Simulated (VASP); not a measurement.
# Ge3B2C3 in VASP: a series of runs, part 2 of 2

VASP 6.6.1.

### Step 4. Relaxation of cell and atoms, PBE

This run uses another cell than the first one, of 14.44 Å³/atom, 1.086 times its volume.

The input, INCAR:

```
SYSTEM = Ge3B2C3
ALGO = Fast ; EDIFF = 1E-4
EDIFFG = -0.08 ; ENCUT = 520
GGA = PE ; IBRION = 2
ISIF = 3 ; ISMEAR = 0
LASPH = .TRUE. ; LCHARG = .FALSE.
LREAL = .FALSE. ; LWAVE = .FALSE.
NELM = 60 ; NSW = 24
PREC = Normal ; SIGMA = 0.15
```

The input, KPOINTS:

```
k-points
0
G
  4 4 4
  0 0 0
```

The input, POSCAR:

```
Ge3B2C3
1.0
    5.5653750000      0.0000000000      0.0000000000
   -2.7826875000      4.8197561300      0.0000000000
    0.0000000000      0.0000000000      4.3068632100
Ge B C
3 2 3
Direct
    0.3333333300      0.6666666700      0.5000000000
    0.6666666700      0.3333333300      0.5000000000
    0.0000000000      0.0000000000      0.0000000000
    0.3333333300      0.6666666700      0.0000000000
    0.6666666700      0.3333333300      0.0000000000
    0.5000000000      0.0000000000      0.5000000000
    0.0000000000      0.5000000000      0.5000000000
    0.5000000000      0.5000000000      0.5000000000
```

Potentials or basis: VASP PAW PBE potentials, release 64 (Ge_d, B, C).

On the command line:

```bash
> cat potpaw_PBE.64/Ge_d/POTCAR potpaw_PBE.64/B/POTCAR potpaw_PBE.64/C/POTCAR > POTCAR
> mpirun -np 1 vasp_std > vasp.out
```

OUTCAR:

```text
SYSTEM = Ge3B2C3
   EDIFF = 1E-4
   EDIFFG = -0.08
   ENCUT = 520
   GGA = PE
   IBRION = 2
   ISIF = 3
   ISMEAR = 0
   LASPH = .TRUE.
   LREAL = .FALSE.
   NELM = 60
   NSW = 24
   PREC = Normal

 ion  position               nearest neighbor table
   1  0.333  0.667  0.500-   6 1.61   7 1.61   8 1.61   4 2.15   4 2.15
   2  0.667  0.333  0.500-   6 1.61   7 1.61   8 1.61   5 2.15   5 2.15
   3  0.000  0.000  0.000-
   4  0.333  0.667  0.000-   1 2.15   1 2.15
   5  0.667  0.333  0.000-   2 2.15   2 2.15
   6  0.500  0.000  0.500-   1 1.61   2 1.61
   7  0.000  0.500  0.500-   1 1.61   2 1.61
   8  0.500  0.500  0.500-   1 1.61   2 1.61

  LATTYP: Found a hexagonal cell.
 ALAT       =     5.5653750000
 C/A-ratio  =     0.7738675669

  Lattice vectors:

 A1 = (   5.5653750000,   0.0000000000,   0.0000000000)
 A2 = (  -2.7826875000,   4.8197561300,   0.0000000000)
[... 776 lines left out ...]

[... ionic steps 4 to 7 ...]

--------------------------------------- Ionic step        8  -------------------------------------------

 number of electron      60.0000013 magnetization

------------------------ aborting loop because EDIFF is reached ----------------------------------------
[... 79 lines left out ...]
--------------------------------------- Ionic step       10  -------------------------------------------

 number of electron      59.9999989 magnetization

 Free energy of the ion-electron system (eV)
  ---------------------------------------------------
  ext. energy  EPLUGINS =         0.00000000
  ---------------------------------------------------
  free energy    TOTEN  =       -33.14907034 eV

  energy without entropy =      -33.08420118  energy(sigma->0) =      -33.11663576

 E-fermi :   2.2249     XC(G=0):  -8.9907

 val. band max:        2.1932866307   @ k =   0.5000   0.0000   0.2500
 cond. band min:       2.2815286369   @ k =   0.0000   0.0000   0.2500
 fundamental gap:      0.0882420062
 Fermi energy:         2.2249003190

 k-point     1 :       0.0000    0.0000    0.0000
  band No.  band energies     occupation
      1     -23.7385      2.00000
      2     -23.7338      2.00000
      3     -23.7338      2.00000
      4     -23.7270      2.00000
      5     -23.7269      2.00000
      6     -22.2180      2.00000
[... 492 lines left out ...]
  FREE ENERGIE OF THE ION-ELECTRON SYSTEM (eV)
  ---------------------------------------------------
  free  energy   TOTEN  =       -33.1490703358 eV

  energy  without entropy=      -33.0842011802  energy(sigma->0) =      -33.11663576

 reached required accuracy - stopping structural energy minimisation
```

CONTCAR:

```text
Ge3B2C3
   1.00000000000000
     6.4085203078213304   -0.0000000000000000    0.0000000000000000
    -3.2042601539106652    5.5499413849014116   -0.0000000000000000
     0.0000000000000000   -0.0000000000000000    4.3108641791221247
  Ge              B               C
     3     2     3
Direct
     0.3333333300000021    0.6666666699999979    0.5000000000000000
     0.6666666699999979    0.3333333300000021    0.5000000000000000
     0.0000000000000000    0.0000000000000000    0.0000000000000000
     0.3333333300000021    0.6666666699999979    0.0000000000000000
     0.6666666699999979    0.3333333300000021    0.0000000000000000
     0.5000000000000000    0.0000000000000000    0.5000000000000000
     0.0000000000000000    0.5000000000000000    0.5000000000000000
     0.5000000000000000    0.5000000000000000    0.5000000000000000

  0.00000000E+00  0.00000000E+00  0.00000000E+00
  0.00000000E+00  0.00000000E+00  0.00000000E+00
  0.00000000E+00  0.00000000E+00  0.00000000E+00
  0.00000000E+00  0.00000000E+00  0.00000000E+00
  0.00000000E+00  0.00000000E+00  0.00000000E+00
  0.00000000E+00  0.00000000E+00  0.00000000E+00
  0.00000000E+00  0.00000000E+00  0.00000000E+00
  0.00000000E+00  0.00000000E+00  0.00000000E+00
```

Run time: 4.4 min. Hardware: 1 thread of Intel Xeon Platinum 8259CL at 2.50GHz (Skylake/Cascade Lake), shared host; peak memory 0.2 GiB.

What came out:

```yaml
Free_energy: -33.1491 eV
Relaxed_volume: 19.17 Å³/atom
Relaxed_cell: a = 6.409 Å, b = 6.409 Å, c = 4.311 Å, α = 90.00°, β = 90.00°, γ = 120.00°
Space_group_after_relaxing_to_0.05_Å: P6/mmm (No. 191)
Energy_gained_by_relaxing: 720.3 meV/atom
Ionic_steps: 10
Pressure_after_relaxing: -0.2 GPa
Band_gap_on_the_k_mesh: none (metal or under the smearing width)
```

Stress tensor (GPa, compression positive):
```
-0.01  0.00  0.00
 0.00 -0.01  0.00
 0.00  0.00 -0.43
```

Step by step:
| step | energy change (eV) | largest force (eV/Å) | pressure (GPa) | volume (Å³) |
| --- | --- | --- | --- | --- |
| 1 | 0.0000 | 0.0000 | 47.42 | 115.53 |
| 2 | -3.4879 | 0.0000 | -11.38 | 200.08 |
| 3 | -5.7054 | 0.0000 | -0.94 | 156.30 |
| 4 | -5.7063 | 0.0000 | -0.87 | 155.42 |
| 5 | -5.7041 | 0.0000 | 0.80 | 154.55 |
| 6 | -5.7437 | 0.0000 | 0.16 | 153.50 |
| 7 | -5.7499 | 0.0000 | 1.41 | 150.30 |
| 8 | -5.7576 | 0.0000 | 0.86 | 151.68 |
| 9 | -5.7595 | 0.0000 | -0.77 | 154.56 |
| 10 | -5.7622 | 0.0000 | -0.15 | 153.32 |

Final structure:
```
CELL_PARAMETERS angstrom
6.40852 0.00000 0.00000
-3.20426 5.54994 0.00000
0.00000 0.00000 4.31086
ATOMIC_POSITIONS crystal
Ge 0.33333 0.66667 0.50000
Ge 0.66667 0.33333 0.50000
Ge 0.00000 0.00000 0.00000
B 0.33333 0.66667 0.00000
B 0.66667 0.33333 0.00000
C 0.50000 0.00000 0.50000
C 0.00000 0.50000 0.50000
C 0.50000 0.50000 0.50000
```

Caveat: the k mesh is coarse (spacing up to 0.36 Å⁻¹), so the values aren't converged; the volume moved by over 15 % at a fixed basis, so the end points are rough; the relaxation stopped at a loose force limit of 0.08 eV/Å, so its end isn't a converged minimum.
